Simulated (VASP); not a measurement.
Method: LDA (Ceperley-Alder, Perdew-Zunger), VASP's LDA PAW potentials (set 64) (plane waves; VASP).

VASP ran on this input.

### INCAR
```
ALGO=Normal
EDIFF=1E-6
EDIFFG=-0.02
ENCUT=620
IBRION=2
ISIF=3
ISMEAR=1
LASPH=.True.
LCHARG=.False.
LMAXMIX=6
LREAL=.False.
LWAVE=.False.
NELM=100
NSW=40
PREC=Accurate
SIGMA=0.1
SYSTEM=WC
```

**POSCAR**
```
WC
1.0
  1.4453144019  -2.5033580505   0.0000000000
  1.4453144019   2.5033580505   0.0000000000
  0.0000000000   0.0000000000   2.8162536651
W C
1 1
Cartesian
  0.0000000000   0.0000000000   0.0000000000
  1.4453144019   0.8344543524   1.4081268326
```

File KPOINTS:
```
K-points
0
G
 14 14 13
0 0 0
```

POTCAR, in this order: W_sv C (LDA.64 set). Program: vasp_std.

Q: What will the output report for the number of irreducible k-points (NKPTS), largest plane-wave count, number of space-group operations, FFT grid (NGX, NGY, NGZ)?

A: 
The number of irreducible k-points (NKPTS) is 168, the largest plane-wave count is 725 and the number of space-group operations is 12. The FFT grid (NGX, NGY, NGZ) comes out as 24 × 24 × 24.

The compound is WC in the wc structure. This run relaxes it. Symmetry was kept, so distortions that lower it aren't found.
